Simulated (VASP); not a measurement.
```xyz
4
Lattice="3.4926 0.0000 0.0000 -1.7463 3.0247 0.0000 0.0000 0.0000 11.2376" Properties=species:S:1:pos:R:3 pbc="T T T"
Lu     0.0545     0.0133    -0.0207
Lu     0.0208     0.0170     5.6136
Lu    -0.0442     2.0157     2.8191
Lu     1.7152     0.9787     8.4444
```

Level of theory: PBEsol GGA, VASP's PBE PAW potentials (set 64) (plane waves; VASP). Numerical set-up: 300 eV cut-off, 8×8×2 Γ-centred mesh, Fermi-Dirac smearing of 0.10 eV, potentials Lu_3.

At this cut-off the stress carries a Pulay error, which pulls relaxed volumes low. Energy and stress use the plane-wave basis of the starting cell.

Q: The ions, cell shape and volume are relaxed. Give the cell that the relaxation ends in.

A: 
```xyz
4
Lattice="3.4142 -0.0004 -0.0004 -1.7075 2.9556 0.0001 -0.0014 -0.0006 10.9680" Properties=species:S:1:pos:R:3 pbc="T T T"
Lu    -1.7051     2.9542    10.9677
Lu     3.4081    -0.0005     5.4830
Lu    -0.0019     1.9737     2.7423
Lu     1.7090     0.9815     8.2262
```
Space group P6_3/mmc (194), at a tolerance of 0.03 Å.

Q: How do energy and volume change from the first to the last step?

A: The energy (σ→0) changes by -25.7 meV/atom and the volume by -6.8 %, in 16 ionic steps.

The structure was generated: Lu was put into an ordered model structure, which need not be its known phase. In the starting cell atoms are displaced from their ideal sites. This run relaxes it. The run is one of a series of settings (EDIFFG = -0.01, IBRION = 2, ISIF = 3, NSW = 50 against the base run), some of them coarse on purpose. VASP warned that the highest band is occupied, so more bands are needed.
